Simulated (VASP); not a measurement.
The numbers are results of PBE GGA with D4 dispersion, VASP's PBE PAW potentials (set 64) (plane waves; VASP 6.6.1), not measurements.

The input files of a VASP run:

File KPOINTS:
```
K-points
0
G
  7 7 7
```

**POSCAR**
```
CdS
1
    0.0000000000     2.9319911538     2.9319911538
    2.9319911538    -0.0000000000     2.9319911538
    2.9319911538     2.9319911538    -0.0000000000
Cd S
1 1
Direct
  0.0000000000   0.0000000000   0.0000000000
  0.2500000000   0.2500000000   0.2500000000
```

INCAR:
```
SYSTEM = CdS
PREC = Accurate
ENCUT = 520
EDIFF = 1E-6
NELM = 100
ALGO = Normal
LREAL = .FALSE.
LASPH = .TRUE.
ISMEAR = 0
SIGMA = 0.05
GGA = PE
IVDW = 13
LMAXMIX = 4
LWAVE = .FALSE.
LCHARG = .FALSE.
IBRION = 2
ISIF = 3
NSW = 60
EDIFFG = -0.01
```

POTCAR, in this order: Cd S (PBE.64 set). Program: vasp_std.

Output

**OSZICAR**
```
       N       E                     dE             d eps       ncg     rms          rms(c)
DAV:   1     0.108003752949E+03    0.10800E+03   -0.93866E+03   528   0.127E+03
DAV:   2    -0.189684441066E+01   -0.10990E+03   -0.10475E+03   610   0.295E+02
DAV:   3    -0.664579619479E+01   -0.47490E+01   -0.47359E+01   615   0.641E+01
DAV:   4    -0.668062175770E+01   -0.34826E-01   -0.34820E-01   600   0.548E+00
DAV:   5    -0.668112972156E+01   -0.50796E-03   -0.50796E-03   605   0.640E-01    0.813E+00
DAV:   6    -0.615236770804E+01    0.52876E+00   -0.10567E+00   729   0.141E+01    0.642E+00
DAV:   7    -0.613389737526E+01    0.18470E-01   -0.21379E-01   535   0.370E+00    0.319E+00
DAV:   8    -0.613414029275E+01   -0.24292E-03   -0.20750E-02   555   0.219E+00    0.301E-01
DAV:   9    -0.613393859720E+01    0.20170E-03   -0.28452E-03   605   0.894E-01    0.772E-02
DAV:  10    -0.613409103908E+01   -0.15244E-03   -0.29975E-04   545   0.182E-01    0.783E-02
DAV:  11    -0.613417170636E+01   -0.80667E-04   -0.12207E-04   543   0.124E-01    0.196E-02
DAV:  12    -0.613416256534E+01    0.91410E-05   -0.49535E-05   593   0.102E-01    0.859E-03
DAV:  13    -0.613416378940E+01   -0.12241E-05   -0.52069E-06   530   0.176E-02    0.671E-03
DAV:  14    -0.613416370874E+01    0.80669E-07   -0.12328E-07   325   0.329E-03
   1 F= -.67509008E+01 E0= -.67509008E+01  d E =-.675090E+01
```

File OUTCAR:
```
------------------------ aborting loop because EDIFF is reached ----------------------------------------
  Edisp (eV):   -0.61674
  FORCE on cell =-STRESS in cart. coord.  units (eV):
  Direction    XX          YY          ZZ          XY          YZ          ZX
  --------------------------------------------------------------------------------------
  Total       0.00266     0.00266     0.00266    -0.00000    -0.00000    -0.00000
  in kB       0.08462     0.08462     0.08462    -0.00000    -0.00000    -0.00000
  external pressure =        0.08 kB  Pullay stress =        0.00 kB
  volume of cell :       50.41
      direct lattice vectors                 reciprocal lattice vectors
     0.000000000  2.931991154  2.931991154    -0.170532575  0.170532575  0.170532575
     2.931991154  0.000000000  2.931991154     0.170532575 -0.170532575  0.170532575
     2.931991154  2.931991154  0.000000000     0.170532575  0.170532575 -0.170532575
  FREE ENERGIE OF THE ION-ELECTRON SYSTEM (eV)
  ---------------------------------------------------
  free  energy   TOTEN  =        -6.7509008278 eV

  energy  without entropy=       -6.7509008278  energy(sigma->0) =       -6.75090083

 reached required accuracy - stopping structural energy minimisation
```
(Selected blocks of OUTCAR.)

OUTCAR:
```
 val. band max:        1.1798511407   @ k =   0.0000   0.0000   0.0000

 cond. band min:       2.2942170727   @ k =   0.0000   0.0000   0.0000


 Fermi energy:         1.4068063749

 k-point     1 :       0.0000    0.0000    0.0000
  band No.  band energies     occupation
      1     -11.0934      2.00000
      2      -6.4925      2.00000
      3      -6.4925      2.00000
      4      -6.4925      2.00000
      5      -6.0341      2.00000
      6      -6.0341      2.00000
      7       1.1799      2.00000
      8       1.1799      2.00000
      9       1.1799      2.00000
     10       2.2942      0.00000
     11       7.7289      0.00000
     12       7.7289      0.00000
     13       7.7289      0.00000

 k-point     2 :       0.1429    0.0000    0.0000
  band No.  band energies     occupation
      1     -11.0163      2.00000
      2      -6.4649      2.00000
      3      -6.4649      2.00000
      4      -6.4219      2.00000
      5      -6.0351      2.00000
      6      -6.0351      2.00000
      7      -0.0381      2.00000
      8       1.0288      2.00000
      9       1.0288      2.00000
     10       3.2762      0.00000
     11       7.4250      0.00000
     12       7.9734      0.00000
     13       7.9734      0.00000

 k-point     3 :       0.2857    0.0000    0.0000
  band No.  band energies     occupation
      1     -10.8421      2.00000
      2      -6.4115      2.00000
      3      -6.4115      2.00000
      4      -6.1664      2.00000
      5      -6.0256      2.00000
      6      -6.0256      2.00000
      7      -1.6741      2.00000
      8       0.7157      2.00000
      9       0.7157      2.00000
     10       4.0450      0.00000
     11       7.6130      0.00000
     12       8.2595      0.00000
     13       8.2595      0.00000

 k-point     4 :       0.4286    0.0000    0.0000
  band No.  band energies     occupation
      1     -10.7029      2.00000
      2      -6.3805      2.00000
      3      -6.3805      2.00000
...
```

The compound is CdS in the zinc blende structure, a metastable form; wurtzite is the usual one. It was relaxed first. The start is the result of an earlier pass.
